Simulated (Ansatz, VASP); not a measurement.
# TaN in two plane-wave programs, part 2 of 2

Wanted: the spread between two codes on one cell, functional and k mesh. The cell is taken from a series of runs on this material, whose earlier steps may have relaxed, scaled, displaced or heated it; both programs get it as it stands.

VASP 6.6.1 and Ansatz 0.2.0.

So far: The structure; VASP: zone-centre phonons, LDA.

**3. Ansatz: zone-centre phonons, LDA**

Level of this step: Ansatz beside VASP: Kohn-Sham DFT, plane waves, LDA (Ansatz).

Ansatz runs on its PAW soft_1 files.

The same cell, functional (in two slightly different forms), mesh and smearing now go to Ansatz, which takes its cutoff from its data sets.

Contents of input.yaml:

```yaml
crystal:
  lattice:
    - [2.9235925841, 0.0, 0.0]
    - [-1.4617962921, 2.5319054481, 0.0]
    - [0.0, 0.0, 2.7661438534]
  atoms:
    - { symbol: "N", position: [0.6666666656, 0.3333333344, 0.0] }
    - { symbol: Ta, position: [1.1e-09, -1.1e-09, 0.5] }
kpoints:
  mp_grid: { grid: [18, 18, 16] }
hamiltonian:
  xc: lda
  pseudopotentials: { kind: paw, azcp: { folder: soft_1 }, xc_functional: pbe }
scf:
  occupations: { method: methfessel_paxton, width: 0.2 }
output:
  eigenvalues: true
phonons:
  method: dfpt
```

Started as:

```bash
$ ansatz run input.yaml --threads 4 --pin off --max-ram 10240MiB --backend cpu --events-out ev --progress --plain --runs-dir out
```

Numbers of over 12 decimals in the logs are rounded to 6 here.

The program printed:

```text
zone centre: on kpoints.mp_grid the ground state, and the responses unless they are solved on pairs of k-points, stand on 819 of the mesh's 5184 k-points, reduced under 4 symmetry operations, with k and −k counted as one. Each operation leaves every solved displacement unchanged or reverses it
Engine: ansatz 0.2.0, aarch64-unknown-linux-gnu
Pseudopotentials: kind: paw
Pseudopotential: N, paw, valence charge 5, recommended cutoff 420 eV (normal), soft_1/N.paw.azcp
Pseudopotential: Ta, paw, valence charge 13, recommended cutoff 420 eV (normal), soft_1/Ta.paw.azcp
Functional definition: SPW92
  exchange = slater_x
  correlation = pw_c
Crystal: 2 atoms, lattice volume = 20.476 Å³
Basis set: ecut = 420 eV, 405 PW (Γ), exchange–correlation on 40×40×40 points (8 copies of the dense FFT grid, shifted against one another)
Bands: 13, of which v1, the nominal top of the filled ones, is band 9 counted from 1 (8 counted from 0)
Symmetry: 12 space group operations
k-points: 819 of 5184 (irreducible under 4 space group operations, time reversal used)
Non-local potential: N, projectors of the file, l = 0: 2, l = 1: 2, l = 2: 1
Non-local potential: Ta, projectors of the file, l = 0: 3, l = 1: 2, l = 2: 2, l = 3: 1
PAW form: soft (Blöchl's): semilocal exchange-correlation on the pseudo side does not see the compensation charge
PAW frozen core: N, regenerated for the run's functional, and the local potential with it (the file was generated under x = pbe(κ = 0.804, μ = 0.219515), c = pbe(β = 0.066725))
PAW frozen core: Ta, regenerated for the run's functional, and the local potential with it (the file was generated under x = pbe(κ = 0.804, μ = 0.219515), c = pbe(β = 0.066725))
PAW one-centre angular grid: N, 110 points (default); XC on 64 Gauss nodes
PAW one-centre angular grid: Ta, 590 points (default); XC on 64 Gauss nodes
Initial density: superposition of atomic densities (chi_scale 0.1, normalization cell, long waves kept (reshape's long-wave potential 0.00 eV rms))
Initial wavefunctions: pseudopotential atomic-orbital guess
Functional: x = slater, c = lda
SCF iter   1: F=—  HF=-10060.022823 eV  |F-HF|=—  |Δ(HF+E_count)|=         —  Δρ=4.95e-2  dr2=2.92e-1  ethr=3.10e-3  ⟨swp⟩=5.0  Hψ=52745  notcnv=0
preconditioner: auto → none  [metal: Δε(μ)=0.055 eV  Ē_g=11.629 eV  σ=0.200 eV  W_gap=0.23  n_scr=8 (ndim 8)  ℏωp=26.0 eV  f_vac=0.000  D(μ)=0.07/eV (n_scr^D=0)  sad-step TF]
SCF iter   2: F=—  HF=-10060.001803 eV  |F-HF|=—  |Δ(HF+E_count)|=   2.10e-2  S|Δr|=    0.00e0  Δρ=3.08e-2  dr2=1.23e-1  ethr=1.62e-3  ⟨swp⟩=1.0  Hψ=17199  notcnv=0
SCF iter   3: F=—  HF=-10059.981465 eV  |F-HF|=—  |Δ(HF+E_count)|=   2.03e-2  S|Δr|=    0.00e0  Δρ=1.68e-3  dr2=2.47e-4  ethr=6.82e-4  ⟨swp⟩=2.3  Hψ=13900  notcnv=0
SCF iter   4: F=—  HF=-10059.981521 eV  |F-HF|=—  |Δ(HF+E_count)|=   5.61e-5  S|Δr|=    0.00e0  Δρ=3.76e-4  dr2=3.03e-5  ethr=1.37e-6  ⟨swp⟩=2.3  Hψ=16389  notcnv=0
SCF iter   5: F=—  HF=-10059.981513 eV  |F-HF|=—  |Δ(HF+E_count)|=   8.10e-6  S|Δr|=    0.00e0  Δρ=4.09e-5  dr2=1.09e-7  ethr=1.68e-7  ⟨swp⟩=2.5  Hψ=15440  notcnv=0
SCF iter   6: F=—  HF=-10059.981512 eV  |F-HF|=—  |Δ(HF+E_count)|=   9.18e-7  S|Δr|=    0.00e0  Δρ=5.35e-6  dr2=3.07e-9  ethr=6.03e-10  ⟨swp⟩=2.3  Hψ=17095  notcnv=0
SCF iter   7: F=—  HF=-10059.981512 eV  |F-HF|=—  |Δ(HF+E_count)|=  6.84e-10  S|Δr|=    0.00e0  Δρ=1.25e-6  dr2=1.63e-10  ethr=1.71e-11  ⟨swp⟩=2.0  Hψ=14985  notcnv=0
SCF iter   8: F=-10059.981512 eV  HF=-10059.981512 eV  |F-HF|=1.82e-12  |Δ(HF+E_count)|=  3.46e-11  S|Δr|=    0.00e0  Δρ=2.15e-7  dr2=4.63e-12  ethr=1.00e-12  ⟨swp⟩=6.1  Hψ=46923  notcnv=0
SCF 1 converged in 8 iterations: F = -10059.981512 eV  dr2 = 4.63e-12
  greatest PAW one-centre occupation: 0.999 electrons in one spin orbital (limit 2), on the Ta atom at site 1 (counted from 0), in its partial waves of l = 0
DFPT response loops at Γ: preconditioner auto → Kerker (q_TF=auto, 2.670 Å⁻¹) (partly filled bands, converged f_vac=0.000); β = 1.00, the filter's whole step (`scf.mixing.beta` (0.50) is not read by the response loops under this deck's `scf.mixing.preconditioner`; to damp them name `kerker` or `kerker_dos`, under which they read `scf.mixing.beta`, and type it under 1.00, their step now; both keys bind the ground state too); Broyden in place of MSR1
SCF converged after 8 iterations
Stability not checked: this state was not tested for a lower state beside it, because cold or Methfessel-Paxton smearing, or corrected tetrahedra, fill the levels in a way that the test cannot read (fill_not_monotonic; see scf.lower_state_search)
Free energy (F): -10059.981512 eV
Harris-Foulkes:  -10059.981512 eV  (|F-HF|=1.82e-12)
Internal energy: -10059.982489 eV  (E = F + TS)
E sigma→0 (E₀):  -10059.981756 eV
Entropy (-TS):   0.000977 eV (0.489 meV/atom)
Fermi energy:    20.874403 eV
--- Per-component energies (eV) ---
  E_band       = -39.976376
  E_kinetic    = 527.751977
  E_local      = -564.647215  (includes V_loc(G=0)·N_el)
  E_nonlocal   = 30.533908
  E_hartree    = 203.905860
  E_xc         = -379.932228
  E_vxc        = -312.295691  (∫ρ·V_xc dr)
  E_paw        = -8176.968340  (= ΣΔE_a)
  E_vpaw       = -129.131970  (= ΣTr[D̂ρ^β])
  E_aug_tail   = 0.000897  (compensation charges beyond the density's cutoff)
  E_ewald      = -1700.966389
  E_core_change = 0.339041  (= ΣΔE_core)
  E_smearing   = 0.000977  (= −TS)
  E_closure    = 0.000000  (closes the sum)
  Σ components = -10059.981512   (vs F -10059.981512, Δ=0.00e0)
--- Band table (eV; the first three rows and the last of 819) ---
  k-point 0: bands = [... 5 lower, 15.8405, 15.8405, 16.5452, 18.1983, 23.3103, 24.9384, 24.9384, 25.2612]
  k-point 1: bands = [... 5 lower, 15.8769, 15.8769, 16.3174, 18.3804, 23.4545, 24.1676, 24.1676, 25.8558]
  k-point 2: bands = [... 5 lower, 15.7102, 15.9810, 15.9810, 18.9089, 23.2289, 23.2289, 23.8410, 26.2550]
  k-point 818: bands = [... 5 lower, 12.8343, 13.7886, 16.7335, 20.0191, 25.1517, 26.5312, 27.3512, 28.4395]
--- Phonons (Γ-DFPT): 4 representative perturbations + reference, on 819 of 5184 k-points (Σ response iterations 12) ---
  k mesh reduced under 4 symmetry operations, with k and −k counted as one. Each operation leaves every solved displacement unchanged or reverses it
  ASR residual: 8.919e-5 → 0.000e0 eV/Å²; symmetrization residual: 2.437e-6 eV/Å²
  ASR residual per site (eV/Å²): 7.09e-5 8.92e-5
  Γ frequencies (cm⁻¹): 0.00 0.00 0.00 564.39 564.39 611.22
  non-analytic LO–TO correction: not included (Born effective charges unavailable; polar crystals: no LO–TO splitting at Γ)
```

**4. Differences**

Known differences besides the potentials themselves: the two LDA forms differ slightly; the data sets hold 18 valence electrons in Ansatz (on its PAW soft_1 files) and 16 in VASP; the cutoff is 420 eV in Ansatz and 600 eV in VASP; VASP's log shows a relativistic correction to its local exchange, Ansatz's none. Total energies have different zeros and are not compared.

The two programs side by side:

| quantity | Ansatz | VASP | difference |
| --- | --- | --- | --- |
| optical mode 1 to 2 (cm⁻¹) | 564.4 | 568.0 | -0.63 % |
| optical mode 3 (cm⁻¹) | 611.2 | 615.6 | -0.72 % |

Modes are paired by rising frequency, not by their patterns, so a pair may set unlike modes beside each other; they are those without the splitting of longitudinal modes.

**5. Outcome**

| Quantity | Value |
| --- | --- |
| r.m.s. difference of the optical zone-centre modes, each program's sorted by frequency (zone-centre phonons, LDA) | 3.9 cm⁻¹ |
| difference in optical mode 3 (zone-centre phonons, LDA) | -0.7 % |

The r.m.s. difference of the optical zone-centre modes, each program's sorted by frequency is 3.9 cm⁻¹ (zone-centre phonons, LDA). The data sets hold unlike numbers of valence electrons (18 in Ansatz and 16 in VASP), so part of the differences comes from the potentials. Among the rows given in per cent, the largest difference of the zone-centre phonons, LDA pair is in optical mode 3, -0.7 %. Such differences can come from data sets, numerical settings and the points named under the comparisons, not from the functional's error against experiment.

[Lines on the potential files, build, host, timing and source positions are cut from VASP's logs without a mark.]

[Logs are printed without paths, hosts, clocks, repeated set-up lines and the standing remarks that a program may print on its own settings, such as how far it seeks lower states.]

[Hosts, paths, dates, database ids (printed as entryN), source tags and the programs' standing remarks are cut or masked in the printed files.]
